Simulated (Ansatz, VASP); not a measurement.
# Cross-check of HfC between VASP and Ansatz, part 2 of 2

One calculation is typed for both programs; each brings its own data sets. How far apart do they land? The cell is taken from a series of runs on this material, whose earlier steps may have relaxed, scaled, displaced or heated it; both programs get it as it stands.

VASP 6.6.1 and Ansatz 0.2.0.

So far: Starting point; VASP: zone-centre phonons, PBEsol, pair 1; Ansatz: zone-centre phonons, PBEsol, pair 1; Comparison.

**5. VASP: zone-centre phonons, PBEsol, pair 2**

Level of this step: PBEsol; plane waves and PAW (C, Hf_pv) (VASP).

Second derivatives magnify differences that forces hide, and they need a tight electronic threshold. The cell compared in this pair holds 24.20 Å³, against 23.96 Å³ for the pair before.

The input, INCAR:

```
SYSTEM = HfC
PREC = Accurate
ENCUT = 600
EDIFF = 1E-08
NELM = 120
ISMEAR = 1
SIGMA = 0.2
LREAL = .FALSE.
ALGO = Normal
GGA = PS
NBANDS = 13
LASPH = .TRUE.
LORBIT = 11
LWAVE = .FALSE.
LCHARG = .FALSE.
ISIF = 2
IBRION = 8
GGA_COMPAT = .FALSE.
KPAR = 2
```

The input, POSCAR:

```
HfC
1.0
    0.0000000000      2.2958757320      2.2958757320
    2.2958757320      0.0000000000      2.2958757320
    2.2958757320      2.2958757320      0.0000000000
C Hf
1 1
Direct
    0.0000000000      0.0000000000      0.0000000000
    0.5000000000      0.5000000000      0.5000000000
```

The input, KPOINTS:

```
Automatic mesh
0
Gamma
16 16 16
0 0 0
```

PAW data sets: C and Hf_pv (PBE family, release 64).

Started as:

```console
$ mpirun -np 2 vasp_std
```

Numbers of over 12 decimals in the logs are rounded to 6 here.

The program printed:

```text
[banner, memory and clock lines left out]
running    2 mpi-ranks, on    1 nodes
[...]
[... a notice as in an earlier step ...]

 LDA part: xc-table for (Slater+PW92), standard interpolation
 POSCAR, INCAR and KPOINTS ok, starting setup
[...]
entering main loop
       N       E                     dE             d eps       ncg     rms          rms(c)
DAV:   1     0.244362959656E+02    0.24436E+02   -0.85571E+03  3778   0.119E+03
DAV:   2    -0.233398988729E+02   -0.47776E+02   -0.44665E+02  4742   0.219E+02
DAV:   3    -0.250563039695E+02   -0.17164E+01   -0.17076E+01  4692   0.298E+01
DAV:   4    -0.250652838372E+02   -0.89799E-02   -0.89791E-02  4223   0.256E+00
[...]
DAV:  14    -0.221946867077E+02    0.15385E-07   -0.16775E-08  3709   0.107E-03    0.133E-03
DAV:  15    -0.221946867252E+02   -0.17513E-07   -0.48626E-09  2165   0.610E-04    0.169E-04
DAV:  16    -0.221946867251E+02    0.11141E-09   -0.58274E-10  1970   0.226E-04
   1 F= -.22194687E+02 E0= -.22194386E+02  d E =-.903110E-03
[...]
RMM:   8    -0.120273352060E+00   -0.29127E-05   -0.10330E-08 16182   0.685E-04    0.379E-04
RMM:   9    -0.120272810157E+00    0.54190E-06   -0.50544E-09 16687   0.126E-04    0.170E-04
RMM:  10    -0.120272807455E+00    0.27023E-08   -0.59910E-09 17248   0.275E-05    0.621E-05
 first order change of Fermi-energy   0.46809E-03
 force on displaced ion       1 direction 1 :  -8.752   0.000   0.000
 Linear response progress:
  Degree of freedom:   2/  2
       N       E                     dE             d eps       ncg     rms          rms(c)
RMM:   1    -0.215110720889E+00   -0.21511E+00    0.37489E+00 10145   0.120E+01
RMM:   2    -0.210856471646E+00    0.42542E-02   -0.31317E-02 14016   0.129E+00    0.533E-01
RMM:   3    -0.210120851907E+00    0.73562E-03   -0.95282E-04 17362   0.156E-01    0.222E-01
RMM:   4    -0.209607675595E+00    0.51318E-03   -0.80384E-05 18613   0.555E-02    0.136E-01
[...]
RMM:  12    -0.209161786938E+00   -0.12428E-07   -0.29293E-07 19615   0.125E-05    0.148E-05
RMM:  13    -0.209161792751E+00   -0.58133E-08   -0.14818E-07 17368   0.642E-06    0.123E-05
RMM:  14    -0.209161793687E+00   -0.93599E-09   -0.85790E-08 13591   0.366E-06    0.882E-06
 first order change of Fermi-energy   0.68297E-05
 force on displaced ion       2 direction 1 :  -8.750   0.000   0.000
 Linear response finished
```

OUTCAR, selected parts (step 5):

```text
  Total        0.3296339      0.3296339      0.3296339     -0.0000000      0.0000000      0.0000000
  in kB       21.8206338     21.8206338     21.8206338     -0.0000000      0.0000000      0.0000000
  external PRESSURE =      21.8206338 kB  Pullay stress =       0.0000000 kB

 POSITION                                       TOTAL-FORCE (eV/Angst)
 -----------------------------------------------------------------------------------
      0.00000      0.00000      0.00000         0.000000      0.000000      0.000000
      2.29588      2.29588      2.29588        -0.000000     -0.000000     -0.000000
 -----------------------------------------------------------------------------------
    total drift:                                0.000000      0.000000      0.000000

[... 1 part as in an earlier step ...]

[... 1 further part left out ...]
```

**6. Ansatz: zone-centre phonons, PBEsol, pair 2**

The same cell, functional, mesh and smearing now go to Ansatz, which takes its cutoff from its data sets.

The cell is taken from a series of runs on this material, whose earlier steps may have relaxed, scaled, displaced or heated it; both programs get it as it stands.

The input, input.yaml:

```yaml
crystal:
  lattice:
    - [0.0, 2.295875732, 2.295875732]
    - [2.295875732, 0.0, 2.295875732]
    - [2.295875732, 2.295875732, 0.0]
  atoms:
    - { symbol: C, position: [0.0, 0.0, 0.0] }
    - { symbol: Hf, position: [0.5, 0.5, 0.5] }
kpoints:
  mp_grid: { grid: [16, 16, 16] }
hamiltonian:
  xc: pbesol
  pseudopotentials: { kind: paw, azcp: { folder: soft_1 }, xc_functional: pbe }
scf:
  occupations: { method: methfessel_paxton, width: 0.2 }
output:
  eigenvalues: true
phonons:
  method: dfpt
```

Started as:

```console
$ ansatz run input.yaml --threads 4 --pin off --max-ram 10240MiB --backend cpu --events-out ev --progress --plain --runs-dir out
```

The program printed:

```text
[...]
Crystal: 2 atoms, lattice volume = 24.203 Å³
Basis set: ecut = 420 eV, 459 PW (Γ), exchange–correlation on 48×48×48 points (8 copies of the dense FFT grid, shifted against one another)
Bands: 19, of which v1, the nominal top of the filled ones, is band 15 counted from 1 (14 counted from 0)
Symmetry: 48 space group operations
k-points: 349 of 4096 (irreducible under 8 space group operations, time reversal used)
[...]
k-point 2: bands = [... 11 lower, 8.4146, 18.3893, 18.8837, 18.8837, 21.1197, 21.1197, 21.5571, 24.3014]
  k-point 348: bands = [... 11 lower, 9.5684, 16.1156, 16.4278, 16.4278, 22.9564, 22.9564, 26.2003, 26.5585]
[...]
ASR residual: 1.532e-5 → 0.000e0 eV/Å²; symmetrization residual: 1.362e-6 eV/Å²
  ASR residual per site (eV/Å²): 1.53e-5 8.47e-7
  Γ frequencies (cm⁻¹): 0.00 0.00 0.00 462.08 462.08 462.08
[...]
[key lines of the parts left out:]
SCF converged after 11 iterations
Free energy (F): -15847.480096 eV
Fermi energy:    19.196624 eV
```

**7. Comparison**

What differs besides the data sets and the points named for the pairs above, as far as they apply: the data sets hold 30 valence electrons in Ansatz (on its PAW soft_1 files) and 14 in VASP. Total energies have different zeros and are not compared.

Both answers:

| quantity | Ansatz | VASP | difference |
| --- | --- | --- | --- |
| optical mode 1 to 3 (cm⁻¹) | 462.1 | 459.9 | +0.48 % |

Modes are paired by rising frequency, not by their patterns, so a pair may set unlike modes beside each other; they are those without the splitting of longitudinal modes.

**8. What came out**

```json
{"r.m.s. difference of the optical zone-centre modes, each program's sorted by frequency (zone-centre phonons, PBEsol, pair 1)": "2.3 cm⁻¹", "r.m.s. difference of the optical zone-centre modes, each program's sorted by frequency (zone-centre phonons, PBEsol, pair 2)": "2.2 cm⁻¹"}
```

**Reading.** The r.m.s. difference of the optical zone-centre modes, each program's sorted by frequency is 2.3 cm⁻¹ (zone-centre phonons, PBEsol, pair 1). The data sets hold unlike numbers of valence electrons (30 in Ansatz and 14 in VASP), so part of the differences comes from the potentials. How closely two codes agree says nothing of how well the functional describes the real material.

[Lines on the potential files, build, host, timing and source positions are cut from VASP's logs without a mark.]

[Logs are printed without paths, hosts, clocks, repeated set-up lines and the standing remarks that a program may print on its own settings, such as how far it seeks lower states.]

[Hosts, paths, dates, database ids (printed as entryN), source tags and the programs' standing remarks are cut or masked in the printed files.]
